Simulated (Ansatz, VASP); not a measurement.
# PN: VASP beside Ansatz

Aim: how closely do two programs agree when they are given the same cell, functional and k mesh? The cell is generated by rule, not measured, and may not be a known phase. The cell is taken from a series of runs on this material, whose earlier steps may have relaxed, scaled, displaced or heated it; both programs get it as it stands.

Method: plane waves, with VASP 6.6.1 beside it; zone-centre phonons at PBE, in Ansatz 0.2.0.

The structure was built from a prototype and need not be the compound's stable phase.

**1. The starting structure**

It takes space group Fm-3m (No. 225, cubic). Conventional cell: a = 4.330 Å, b = 4.330 Å, c = 4.330 Å, α = 90.00°, β = 90.00°, γ = 90.00°. P has 6 N at 2.16 Å nearest. N has 6 P at 2.16 Å nearest. Farther neighbours and most contacts between anions are not listed.

**2. Ansatz: zone-centre phonons, PBE**

Ansatz runs on its default PAW (the set named soft_2) files.

Second derivatives magnify differences that forces hide, and they need a tight electronic threshold.

input.yaml reads:

```yaml
crystal:
  lattice:
    - [1.5308650393, 0.8838453425, 2.4998921409]
    - [-1.5308650393, 0.8838453425, 2.4998921409]
    - [0.0, -1.767690685, 2.4998921409]
  atoms:
    - { symbol: P, position: [0.5, 0.5, 0.5] }
    - { symbol: "N", position: [0.0, 0.0, 0.0] }
kpoints:
  mp_grid: { grid: [16, 16, 16] }
hamiltonian:
  xc: pbe
scf:
  occupations: { method: gaussian, width: 0.02 }
output:
  eigenvalues: true
phonons:
  method: dfpt
  qmesh: [4, 4, 4]
  temperatures: { t_max: 1000, t_step: 50 }
  qpath:
    path:
      - [[0.0, 0.0, 0.0], [0.5, 0.5, 0.0], [0.625, 0.375, 0.0]]
      - [[0.375, 0.0, -0.375], [0.0, 0.0, 0.0], [0.5, 0.0, 0.0], [0.5, 0.25, -0.25], [0.5, 0.5, 0.0]]
    npoints: 10
```

On the command line:

```
ansatz run input.yaml --threads 4 --pin off --max-ram 8192MiB --backend cpu --events-out ev --progress --plain --runs-dir out
```

Numbers of over 12 decimals in the logs are rounded to 6 here.

Output:

```text
Engine: ansatz 0.2.0, aarch64-unknown-linux-gnu
Pseudopotentials: kind: paw
Pseudopotential: P, paw, valence charge 5, recommended cutoff 420 eV (normal), P.paw.azcp
Pseudopotential: N, paw, valence charge 5, recommended cutoff 420 eV (normal), N.paw.azcp
Functional definition: PBE
  parameter kappa = 0.804
  parameter beta = 0.066725
  exchange = pbe_x(kappa = kappa, mu = beta*pi^2/3)
  correlation = pbe_c(beta = beta)
Crystal: 2 atoms, lattice volume = 20.295 Å³
Basis set: ecut = 420 eV, 411 PW (Γ), exchange–correlation on 48×48×48 points (8 copies of the dense FFT grid, shifted against one another)
Bands: 9, of which v1, the nominal top of the filled ones, is band 5 counted from 1 (4 counted from 0)
Symmetry: 48 space group operations
k-points: 145 of 4096
Non-local potential: P, projectors of the file, l = 0: 2, l = 1: 2, l = 2: 2
Non-local potential: N, projectors of the file, l = 0: 2, l = 1: 2, l = 2: 1
PAW form: soft (Blöchl's): semilocal exchange-correlation on the pseudo side does not see the compensation charge
PAW one-centre angular grid: P, 110 points (default); XC on 64 Gauss nodes
PAW one-centre angular grid: N, 110 points (default); XC on 64 Gauss nodes
Initial density: superposition of atomic densities (neutral atoms: chi_scale 0, normalization atom), corrected by the library's trained network
Initial wavefunctions: pseudopotential atomic-orbital guess
Functional: x = pbe(κ = 0.804, μ = 0.219515), c = pbe(β = 0.066725)
SCF iter   1: F=—  HF=-1137.390210 eV  |F-HF|=—  |Δ(HF+E_count)|=         —  Δρ=2.06e-3  dr2=4.89e-4  ethr=1.77e-3  ⟨swp⟩=6.2  Hψ=10236  notcnv=0
preconditioner: auto → none  [insulator: Δε(μ)=0.039 eV  Ē_g=12.970 eV  σ=0.020 eV  W_gap=0.64  n_scr=0 (ndim 8)  ℏωp=26.1 eV  f_vac=0.000  D(μ)=0.53/eV (n_scr^D=0)  ε∞_Penn≈5.0]
SCF iter   2: F=—  HF=-1137.390224 eV  |F-HF|=—  |Δ(HF+E_count)|=   1.39e-5  Δρ=1.02e-3  dr2=1.04e-4  ethr=4.89e-6  ⟨swp⟩=2.1  Hψ=3170  notcnv=0  defer=1
SCF iter   3: F=—  HF=-1137.390300 eV  |F-HF|=—  |Δ(HF+E_count)|=   7.64e-5  Δρ=7.34e-5  dr2=8.11e-7  ethr=1.04e-6  ⟨swp⟩=2.1  Hψ=1943  notcnv=0  defer=1
SCF iter   4: F=—  HF=-1137.390300 eV  |F-HF|=—  |Δ(HF+E_count)|=   4.25e-7  Δρ=1.92e-5  dr2=6.58e-8  ethr=8.11e-9  ⟨swp⟩=1.9  Hψ=1847  notcnv=0  defer=1
SCF iter   5: F=—  HF=-1137.390300 eV  |F-HF|=—  |Δ(HF+E_count)|=   3.27e-9  Δρ=3.12e-6  dr2=2.04e-9  ethr=6.58e-10  ⟨swp⟩=2.0  Hψ=1843  notcnv=0  defer=1
SCF iter   6: F=—  HF=-1137.390300 eV  |F-HF|=—  |Δ(HF+E_count)|=  1.37e-10  Δρ=2.85e-7  dr2=1.72e-11  ethr=2.04e-11  ⟨swp⟩=2.0  Hψ=1848  notcnv=0  defer=1
SCF iter   7: F=-1137.390300 eV  HF=-1137.390300 eV  |F-HF|=4.55e-13  |Δ(HF+E_count)|=  1.14e-12  Δρ=1.94e-8  dr2=5.36e-14  ethr=1.00e-12  ⟨swp⟩=5.1  Hψ=4968  notcnv=0
SCF 1 converged in 7 iterations: F = -1137.390300 eV  dr2 = 5.36e-14
  greatest PAW one-centre occupation: 0.876 electrons in one spin orbital (limit 2), on the P atom at site 0 (counted from 0), in its partial waves of l = 0
Initial density: read from a saved state, or passed on in memory by an earlier SCF of this step, an earlier step, the calling program or the single point that the run made first
iter 1 solved again at ethr=8.06e-9 eV; its pass at ethr=3.10e-3 eV (dr2=8.06e-7 eV) is discarded
SCF iter   1: F=—  HF=-1137.390299 eV  |F-HF|=—  |Δ(HF+E_count)|=         —  Δρ=1.90e-7  dr2=6.52e-12  ethr=8.06e-9  ⟨swp⟩=3.7  Hψ=14658  notcnv=0
eigensolver tolerance schedule: the retry pair's looser diagonalisation over-reported the residual by 123628.81 of it (diagonalisation noise at 0.47 of the residual, at the tolerance the schedule requests for it); recorded, not acted on — ethr = c·dr2/N_el stays at c = 1.0e-1
preconditioner: auto → none  [insulator: Δε(μ)=0.038 eV  Ē_g=12.973 eV  σ=0.020 eV  W_gap=0.61  n_scr=0 (ndim 8)  ℏωp=26.1 eV  f_vac=0.000  D(μ)=0.51/eV (n_scr^D=0)  ε∞_Penn≈5.0]
iter 2 did not close the SCF: its close was put off for the readings that it lacked (scf_convergence_deferred on its scf_iter line)
SCF iter   2: F=-1137.390300 eV  HF=-1137.390300 eV  |F-HF|=1.14e-12  |Δ(HF+E_count)|=   3.71e-8  Δρ=1.10e-7  dr2=1.99e-12  ethr=1.00e-12  ⟨swp⟩=2.5  Hψ=2166  notcnv=0
iter 3 did not close the SCF: its close was put off for the readings that it lacked (scf_convergence_deferred on its scf_iter line)
SCF iter   3: F=-1137.390300 eV  HF=-1137.390300 eV  |F-HF|=2.27e-13  |Δ(HF+E_count)|=  2.27e-13  Δρ=6.47e-8  dr2=7.05e-13  ethr=1.00e-12  ⟨swp⟩=1.0  Hψ=1305  notcnv=0
iter 4 did not close the SCF: its close was put off for the readings that it lacked (scf_convergence_deferred on its scf_iter line)
SCF iter   4: F=-1137.390300 eV  HF=-1137.390300 eV  |F-HF|=2.27e-13  |Δ(HF+E_count)|=    0.00e0  Δρ=7.02e-9  dr2=8.69e-15  ethr=1.00e-12  ⟨swp⟩=1.0  Hψ=1305  notcnv=0
iter 5 did not close the SCF: its close was put off for the readings that it lacked (scf_convergence_deferred on its scf_iter line)
SCF iter   5: F=-1137.390300 eV  HF=-1137.390300 eV  |F-HF|=0.00e0  |Δ(HF+E_count)|=  2.27e-13  Δρ=1.03e-9  dr2=7.64e-17  ethr=1.00e-12  ⟨swp⟩=1.0  Hψ=1305  notcnv=0
SCF iter   6: F=-1137.390300 eV  HF=-1137.390300 eV  |F-HF|=4.55e-13  |Δ(HF+E_count)|=    0.00e0  Δρ=3.48e-10  dr2=2.26e-17  ethr=1.00e-12  ⟨swp⟩=1.0  Hψ=3242  notcnv=0
SCF 2 converged in 6 iterations: F = -1137.390300 eV  dr2 = 2.26e-17
phonons: the bands overlap, so this run is a metal and interpolates without the dipole-dipole term. If the crystal is really an insulator or semiconductor, its LO-TO splitting is missing
NSCF: frozen V_eff on 145 k-points
NSCF: frozen V_eff on 621 k-points
DFPT response loops at q = (0, 0, 0) (fractional): preconditioner auto → Kerker (q_TF=auto, 2.425 Å⁻¹) (partly filled bands, converged f_vac=0.000); β = 1.00, the filter's whole step (`scf.mixing.beta` (0.50) is not read by the response loops under this deck's `scf.mixing.preconditioner`; to damp them name `kerker` or `kerker_dos`, under which they read `scf.mixing.beta`, and type it under 1.00, their step now; both keys bind the ground state too); Broyden in place of MSR1
NSCF: frozen V_eff on 4352 k-points
DFPT response loops at q = (0, 0, 0.25) (fractional): mixed as the last ones told, above
NSCF: frozen V_eff on 2196 k-points
DFPT response loops at q = (0, 0, -0.5) (fractional): mixed as the last ones told, above
NSCF: frozen V_eff on 4352 k-points
DFPT response loops at q = (0, 0.25, 0.25) (fractional): mixed as the last ones told, above
NSCF: frozen V_eff on 8192 k-points
DFPT response loops at q = (0, 0.25, -0.5) (fractional): mixed as the last ones told, above
NSCF: frozen V_eff on 8192 k-points
DFPT response loops at q = (0, 0.25, -0.25) (fractional): mixed as the last ones told, above
NSCF: frozen V_eff on 2196 k-points
DFPT response loops at q = (0, -0.5, -0.5) (fractional): mixed as the last ones told, above
NSCF: frozen V_eff on 4352 k-points
DFPT response loops at q = (0.25, -0.5, -0.25) (fractional): mixed as the last ones told, above
SCF converged after 7 iterations
Free energy (F): -1137.390300 eV
Harris-Foulkes:  -1137.390300 eV  (|F-HF|=4.55e-13)
Internal energy: -1137.390198 eV  (E = F + TS)
E sigma→0 (E₀):  -1137.390249 eV
Entropy (-TS):   -0.000101 eV (-0.051 meV/atom)
Fermi energy:    12.477282 eV
--- Per-component energies (eV) ---
  E_band       = 39.807247
  E_kinetic    = 196.571029
  E_local      = -177.036099  (includes V_loc(G=0)·N_el)
  E_nonlocal   = 80.105249
  E_hartree    = 50.876913
  E_xc         = -120.758186
  E_vxc        = -136.288663  (∫ρ·V_xc dr)
  E_paw        = -695.363488  (= ΣΔE_a)
  E_vpaw       = -25.298187  (= ΣTr[D̂ρ^β])
  E_aug_tail   = 0.000089  (compensation charges beyond the density's cutoff)
  E_ewald      = -471.785705
  E_smearing   = -0.000101  (= −TS)
  E_closure    = 0.000000  (closes the sum)
  Σ components = -1137.390300   (vs F -1137.390300, Δ=0.00e0)
--- Band table (eV; the first three rows and the last of 145) ---
  k-point 0: bands = ["-7.6962", "7.7181", "8.7508", "8.7508", "8.7508", "17.5911", "17.5911", "17.5911", "20.0947"]
  k-point 1: bands = ["-7.6211", "6.9463", "8.7404", "8.7404", "9.3764", "17.2785", "17.2785", "17.3160", "20.1148"]
  k-point 2: bands = ["-7.3968", "5.7150", "8.7142", "8.7142", "10.1720", "16.5446", "16.5446", "16.6839", "20.1675"]
  k-point 144: bands = ["-3.1064", "1.5745", "3.5440", "3.5440", "11.2238", "13.7211", "18.0340", "18.0340", "22.0020"]
--- Phonons (Γ-DFPT): 2 representative perturbations + reference (Σ response iterations 6) ---
  ASR residual: 1.538e-5 → 0.000e0 eV/Å²; symmetrization residual: 2.844e-7 eV/Å²
  ASR residual per site (eV/Å²): 6.50e-6 1.54e-5
  Γ frequencies (cm⁻¹): -561.41 -561.41 -561.41 0.00 0.00 0.00
--- Phonons (arbitrary-q DFPT): 8 irreducible q on the 4×4×4 mesh ---
  q = [0.0000, 0.0000, 0.0000] (star 1, of the zone-centre solve; hermiticity 5.09e-8, symmetrization 1.59e-14): -561.41 -561.41 -561.41 -0.00 -0.00 0.00
  q = [0.0000, 0.0000, 0.2500] (star 8, 4 solved perturbations on 2176 of 4096 k-point pairs; hermiticity 4.95e-8, symmetrization 2.48e-8): -193.06 -193.06 165.73 165.73 208.31 406.12
  q = [0.0000, 0.0000, -0.5000] (star 4, 4 solved perturbations on 1098 of 4096 k-point pairs; hermiticity 2.44e-8, symmetrization 1.22e-8): 107.62 107.62 294.20 294.20 322.06 484.60
  q = [0.0000, 0.2500, 0.2500] (star 6, 2 solved perturbations on 2176 of 4096 k-point pairs; hermiticity 1.69e-8, symmetrization 2.46e-11): -474.68 -474.68 54.21 180.19 180.19 387.40
  q = [0.0000, 0.2500, -0.5000] (star 24, 4 solved perturbations on 4096 of 4096 k-point pairs: no pair is spared here; hermiticity 6.22e-8, symmetrization 8.22e-9): -333.06 -303.65 -161.94 250.23 291.19 404.91
  q = [0.0000, 0.2500, -0.2500] (star 12, 2 solved perturbations on 4096 of 4096 k-point pairs: no pair is spared here; hermiticity 1.03e-7, symmetrization 1.33e-14): -466.56 -71.59 257.45 262.96 268.14 421.32
  q = [0.0000, -0.5000, -0.5000] (star 3, 2 solved perturbations on 1098 of 4096 k-point pairs; hermiticity 1.44e-7, symmetrization 3.55e-11): -484.58 -484.58 -476.52 261.58 261.58 374.30
  q = [0.2500, -0.5000, -0.2500] (star 6, 2 solved perturbations on 2176 of 4096 k-point pairs; hermiticity 1.58e-7, symmetrization 5.71e-9): -469.35 -469.35 227.06 277.25 327.91 327.91
  sum rule: each row above includes the acoustic sum rule's correction from the zone centre's row sums; it moved no ω² by more than (0.55 cm⁻¹)²
  mesh force constants: q→R imaginary residual 1.56e-17; ASR residual 1.538e-5 → 0.000e0 eV/Å²; symmetrization residual 6.661e-15 eV/Å²
  interpolated dispersion: 62 rows × 6 modes
  density of states and harmonic sums: on the 28×28×28 q-mesh, interpolated from the force constants of a 4×4×4 supercell (no non-analytic term)
  largest difference from the sums on the solved wave vectors: F 2.75e-2 eV, S 3.98e-5 and C_V 1.23e-5 eV/K
  zero-point energy: 0.064329 eV/cell   skipped modes (ω ≤ 0): 1389, of them read as no rigid motion or as one in doubt: 1386 (2.217e0 modes/cell left out, lowest -561.41 cm⁻¹)   left out of the sums: 3.69e-1 of the cell's modes: C_V's classical limit lies that fraction below 3 k_B per atom; for a crystal, a wire or a layer, F and S can be off by more, and a phonons.interpolated_qmesh denser along its periods is the remedy for the sampling
```

[end of part 1 of 2]

[Lines on the potential files, build, host, timing and source positions are cut from VASP's logs without a mark.]

[Logs are printed without paths, hosts, clocks, repeated set-up lines and the standing remarks that a program may print on its own settings, such as how far it seeks lower states.]

[Hosts, paths, dates, database ids (printed as entryN), source tags and the programs' standing remarks are cut or masked in the printed files.]
